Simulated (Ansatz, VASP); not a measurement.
# SiC (Moissanite 3C) in two plane-wave programs, part 2 of 2

One calculation is typed for both programs; each brings its own data sets. How far apart do they land? The cell is taken from a series of runs on this material, whose earlier steps may have relaxed, scaled, displaced or heated it; both programs get it as it stands.

VASP 6.6.1 and Ansatz 0.2.0.

So far: The starting structure; VASP: zone-centre phonons, LDA.

## (3) Ansatz: zone-centre phonons, LDA

Level of this step: Ansatz beside VASP: Kohn-Sham DFT, plane waves, LDA (Ansatz).

Ansatz runs on its default PAW (the set named soft_2) files.

The same cell, functional (in two slightly different forms) and mesh now go to Ansatz, which takes its cutoff from its data sets.

input.yaml

```yaml
crystal:
  lattice:
    - [0.0, 2.1752528872, 2.1752528872]
    - [2.1752528872, 0.0, 2.1752528872]
    - [2.1752528872, 2.1752528872, 0.0]
  atoms:
    - { symbol: Si, position: [0.0, 0.0, 0.0] }
    - { symbol: C, position: [0.25, 0.25, 0.25] }
kpoints:
  mp_grid: { grid: [10, 10, 10] }
hamiltonian:
  xc: lda
scf:
  occupations: { method: fixed }
output:
  eigenvalues: true
phonons:
  method: dfpt
  dielectric: true
  rigid_motions: translations
```

Launch:

```bash
> ansatz run input.yaml --threads 4 --pin off --max-ram 8192MiB --backend cpu --events-out ev --progress --plain --runs-dir out
```

Numbers of over 12 decimals in the logs are rounded to 6 here.

The program printed:

```text
Engine: ansatz 0.2.0, x86_64-unknown-linux-gnu
Pseudopotentials: kind: paw
Pseudopotential: Si, paw, valence charge 4, recommended cutoff 420 eV (normal), Si.paw.azcp
Pseudopotential: C, paw, valence charge 4, recommended cutoff 420 eV (normal), C.paw.azcp
Functional definition: SPW92
  exchange = slater_x
  correlation = pw_c
Crystal: 2 atoms, lattice volume = 20.585 Å³
Basis set: ecut = 420 eV, 411 PW (Γ), exchange–correlation on 48×48×48 points (8 copies of the dense FFT grid, shifted against one another)
Bands: 8, of which v1, the nominal top of the filled ones, is band 4 counted from 1 (3 counted from 0)
Symmetry: 24 space group operations
k-points: 171 of 1000 (irreducible under 4 space group operations, time reversal used)
Non-local potential: Si, projectors of the file, l = 0: 2, l = 1: 2, l = 2: 2
Non-local potential: C, projectors of the file, l = 0: 2, l = 1: 2, l = 2: 1
PAW form: soft (Blöchl's): semilocal exchange-correlation on the pseudo side does not see the compensation charge
PAW frozen core: Si, regenerated for the run's functional, and the local potential with it (the file was generated under x = pbe(κ = 0.804, μ = 0.219515), c = pbe(β = 0.066725))
PAW frozen core: C, regenerated for the run's functional, and the local potential with it (the file was generated under x = pbe(κ = 0.804, μ = 0.219515), c = pbe(β = 0.066725))
PAW one-centre angular grid: Si, 110 points (default); XC on 64 Gauss nodes
PAW one-centre angular grid: C, 110 points (default); XC on 64 Gauss nodes
Initial density: superposition of atomic densities (neutral atoms: chi_scale 0, normalization atom), corrected by the library's trained network
Initial wavefunctions: pseudopotential atomic-orbital guess
Functional: x = slater, c = lda
SCF iter   1: F=—  HF=-852.201078 eV  |F-HF|=—  |Δ(HF+E_count)|=         —  Δρ=7.62e-3  dr2=1.23e-2  ethr=1.77e-3  ⟨swp⟩=4.7  Hψ=9703  notcnv=0  defer=302
preconditioner: auto → none  [insulator: Δε(μ)=1.239 eV  Ē_g=13.931 eV  n_scr=0 (ndim 8)  ℏωp=23.1 eV  f_vac=0.000  ε∞_Penn≈3.8]
SCF iter   2: F=—  HF=-852.197719 eV  |F-HF|=—  |Δ(HF+E_count)|=   3.36e-3  Δρ=3.52e-3  dr2=1.24e-3  ethr=1.54e-4  ⟨swp⟩=2.2  Hψ=3189  notcnv=0  defer=330
SCF iter   3: F=—  HF=-852.197387 eV  |F-HF|=—  |Δ(HF+E_count)|=   3.33e-4  Δρ=1.47e-3  dr2=1.76e-4  ethr=1.55e-5  ⟨swp⟩=2.5  Hψ=2254  notcnv=0  defer=323
SCF iter   4: F=—  HF=-852.197345 eV  |F-HF|=—  |Δ(HF+E_count)|=   4.22e-5  Δρ=2.59e-4  dr2=5.85e-6  ethr=2.19e-6  ⟨swp⟩=1.0  Hψ=1368  notcnv=0  defer=65
SCF iter   5: F=—  HF=-852.197341 eV  |F-HF|=—  |Δ(HF+E_count)|=   3.44e-6  Δρ=1.47e-5  dr2=1.95e-8  ethr=7.31e-8  ⟨swp⟩=1.7  Hψ=1726  notcnv=0
SCF iter   6: F=—  HF=-852.197342 eV  |F-HF|=—  |Δ(HF+E_count)|=   1.36e-6  Δρ=1.58e-6  dr2=1.90e-10  ethr=2.44e-10  ⟨swp⟩=2.1  Hψ=1990  notcnv=0
SCF iter   7: F=-852.197342 eV  HF=-852.197342 eV  |F-HF|=1.14e-13  |Δ(HF+E_count)|=  4.41e-11  Δρ=4.60e-8  dr2=3.11e-13  ethr=1.25e-12  ⟨swp⟩=5.8  Hψ=5209  notcnv=0
SCF 1 converged in 7 iterations: F = -852.197342 eV  dr2 = 3.11e-13
  greatest PAW one-centre occupation: 0.638 electrons in one spin orbital (limit 2), on the C atom at site 1 (counted from 0), in its partial waves of l = 0
NSCF: frozen V_eff on 2 k-points
DFPT response loops at Γ: preconditioner auto → none (the input reference at scf.mixing.eps_inf says where Resta's filter doesn't serve); β = 0.50; Broyden in place of MSR1
── the response to a field inside a basis, on 10×10×10 k-points: an SCF that follows is theirs, and a resumed run solves both again ──
Bands: 5, of which v1, the nominal top of the filled ones, is band 4 counted from 1 (3 counted from 0)
k-points: 110 of 1000 (irreducible under 6 space group operations, time reversal used)
Initial density: handed on by an earlier stage of this run
Initial wavefunctions: pseudopotential atomic-orbital guess (no wavefunctions were taken with the density)
Eigensolver: Dense (110 Hₖ)
SCF iter   1: F=—  HF=-852.199944 eV  |F-HF|=—  |Δ(HF+E_count)|=         —  Δρ=5.00e-4  dr2=7.45e-6  ethr=1.00e-1
preconditioner: auto → none  [insulator: Δε(μ)=1.540 eV  Ē_g=10.623 eV  n_scr=0 (ndim 8)  ℏωp=23.1 eV  f_vac=0.000  ε∞_Penn≈5.7]
SCF iter   2: F=—  HF=-852.199945 eV  |F-HF|=—  |Δ(HF+E_count)|=   1.67e-6  Δρ=2.43e-4  dr2=1.69e-6  ethr=9.31e-8
SCF iter   3: F=—  HF=-852.199946 eV  |F-HF|=—  |Δ(HF+E_count)|=   8.54e-7  Δρ=5.58e-5  dr2=3.77e-7  ethr=2.12e-8
SCF iter   4: F=-852.199946 eV  HF=-852.199946 eV  |F-HF|=9.66e-12  |Δ(HF+E_count)|=   8.85e-8  Δρ=4.31e-6  dr2=1.12e-9  ethr=4.71e-9
SCF 1 converged in 4 iterations: F = -852.199946 eV  dr2 = 1.12e-9
DFPT response loops at Γ: mixed as the last ones told, above
SCF converged after 7 iterations
Free energy (F): -852.197342 eV
Harris-Foulkes:  -852.197342 eV  (|F-HF|=1.14e-13)
Internal energy: -852.197342 eV  (E = F + TS)
E sigma→0 (E₀):  -852.197342 eV
Fermi energy:    9.308842 eV
--- Per-component energies (eV) ---
  E_band       = 27.456000
  E_kinetic    = 135.980966
  E_local      = -105.947657  (includes V_loc(G=0)·N_el)
  E_nonlocal   = 53.978526
  E_hartree    = 31.720970
  E_xc         = -104.798038
  E_vxc        = -109.485056  (∫ρ·V_xc dr)
  E_paw        = -578.004936  (= ΣΔE_a)
  E_vpaw       = -10.512738  (= ΣTr[D̂ρ^β])
  E_aug_tail   = 0.000015  (compensation charges beyond the density's cutoff)
  E_ewald      = -285.274352
  E_core_change = 0.147163  (= ΣΔE_core)
  E_smearing   = -0.000000  (= −TS)
  E_closure    = -0.000000  (closes the sum)
  Σ components = -852.197342   (vs F -852.197342, Δ=0.00e0)
--- Band table (eV; the first three rows and the last of 171) ---
  k-point 0: bands = ["-6.0503", "9.3088", "9.3088", "9.3088", "15.6366", "16.5435", "16.5435", "16.5435"]
  k-point 1: bands = ["-5.8534", "8.3100", "9.1743", "9.1743", "15.8454", "16.7861", "16.7861", "16.8441"]
  k-point 2: bands = ["-5.2711", "6.1952", "8.8662", "8.8662", "15.5083", "17.1451", "17.1451", "18.0468"]
  k-point 170: bands = ["-0.9522", "2.1963", "4.1030", "5.4241", "14.3945", "17.7373", "19.0894", "19.9605"]
--- Phonons (Γ-DFPT): 2 representative perturbations + reference, on 171 of 1000 k-points (Σ response iterations 6) ---
  k mesh reduced under 4 symmetry operations, with k and −k counted as one. Each operation leaves every solved perturbation unchanged. A smaller set is not considered because the run solves the response to a homogeneous field
  ASR residual: 1.872e-5 → 0.000e0 eV/Å²; symmetrization residual: 1.175e-7 eV/Å²
  ASR residual per site (eV/Å²): 1.63e-6 1.87e-5
  Γ frequencies (cm⁻¹): 0.00 0.00 0.00 784.12 784.12 784.12
  ε∞ (high-frequency dielectric tensor):
        6.960512     0.000000    -0.000000
        0.000000     6.960512     0.000000
       -0.000000     0.000000     6.960512
  ε⁰ (static dielectric tensor: ions relaxed, cell fixed):
       10.379169     0.000000     0.000000
        0.000000    10.379169     0.000000
        0.000000     0.000000    10.379169
  ε⁰ − ε∞ (ionic part):
        3.418656     0.000000     0.000000
        0.000000     3.418656     0.000000
        0.000000     0.000000     3.418656
  softest optical mode at Γ: 784.12 cm⁻¹; the repairs (sum rule, projections) moved no ω² at Γ by more than (0.66 cm⁻¹)²
  Born effective charges Z* (e; rows j = field, columns β = displacement):
    site 0:
         2.71992   -0.00000    0.00000
         0.00000    2.71992    0.00000
         0.00000    0.00000    2.71992
    site 1:
        -2.71992    0.00000   -0.00000
        -0.00000   -2.71992   -0.00000
        -0.00000   -0.00000   -2.71992
  Z* charge neutrality: 1.031e-3 e pre-enforcement
  solved inside a basis spanned on kpoints, on 10×10×10 k-points, its susceptibility summed on 14×14×14: ε∞ is read to err by 2.0e-2, Z* by 9.6e-3 e (field_mesh: kpoints solves on kpoints); Z* is corrected for what the basis lacks
  optical modes at Γ without the LO–TO term, one row a degenerate level:
      ω (cm⁻¹)  modes    IR ((D/Å)²/amu)
        784.12      3            60.8617
  optical modes at Γ + LO–TO along q̂ = [1.0000, 0.0000, 0.0000]:
      ω (cm⁻¹)  modes    IR ((D/Å)²/amu)
        784.12      2            40.5745
        957.51      1            20.2872
  optical modes at Γ + LO–TO along q̂ = [0.0000, 1.0000, 0.0000]:
      ω (cm⁻¹)  modes    IR ((D/Å)²/amu)
        784.12      2            40.5745
        957.51      1            20.2872
  optical modes at Γ + LO–TO along q̂ = [0.0000, 0.0000, 1.0000]:
      ω (cm⁻¹)  modes    IR ((D/Å)²/amu)
        784.12      2            40.5745
        957.51      1            20.2872
```

In the SCF lines HF is the Harris–Foulkes energy and dr2 the Hartree energy of the density residual, in eV; the loop may stop once dr2 is under the threshold and the program's other checks hold. Hψ counts applications of the Hamiltonian.

## (4) Comparison

Known differences besides the potentials themselves: the two LDA forms differ slightly; fixed occupations in Ansatz, narrow Gaussian smearing in VASP; VASP's response is taken on the typed mesh, Ansatz refines its own for the field response alone; the cutoff is 420 eV in Ansatz and 600 eV in VASP; VASP's log shows a relativistic correction to its local exchange, Ansatz's none. Total energies have different zeros and are not compared.

Compared:

| quantity | Ansatz | VASP | difference |
| --- | --- | --- | --- |
| ε∞ xx | 6.96 | 7.01 | -0.67 % |
| ε∞ yy | 6.96 | 7.01 | -0.67 % |
| ε∞ zz | 6.96 | 7.01 | -0.67 % |
| Born charge of Si1 (mean of the diagonal) (e) | 2.72 | 2.70 | +0.02 |
| Born charge of C2 (mean of the diagonal) (e) | -2.72 | -2.70 | -0.02 |
| optical mode 1 to 3 (cm⁻¹) | 784.1 | 784.5 | -0.05 % |

Modes are paired by rising frequency, not by their patterns, so a pair may set unlike modes beside each other; they are those without the splitting of longitudinal modes.

## (5) Outcome

| Property | Result |
| --- | --- |
| r.m.s. difference of the optical zone-centre modes, each program's sorted by frequency (zone-centre phonons, LDA) | 0.38 cm⁻¹ |
| difference in ε∞ xx (zone-centre phonons, LDA) | -0.7 % |

**Reading.** The r.m.s. difference of the optical zone-centre modes, each program's sorted by frequency is 0.38 cm⁻¹ (zone-centre phonons, LDA). Among the rows given in per cent, the largest difference of the zone-centre phonons, LDA pair is in ε∞ xx, -0.7 %. How closely two codes agree says nothing of how well the functional describes the real material.

[Lines on the potential files, build, host, timing and source positions are cut from VASP's logs without a mark.]

[Logs are printed without paths, hosts, clocks, repeated set-up lines and the standing remarks that a program may print on its own settings, such as how far it seeks lower states.]

[Hosts, paths, dates, database ids (printed as entryN), source tags and the programs' standing remarks are cut or masked in the printed files.]
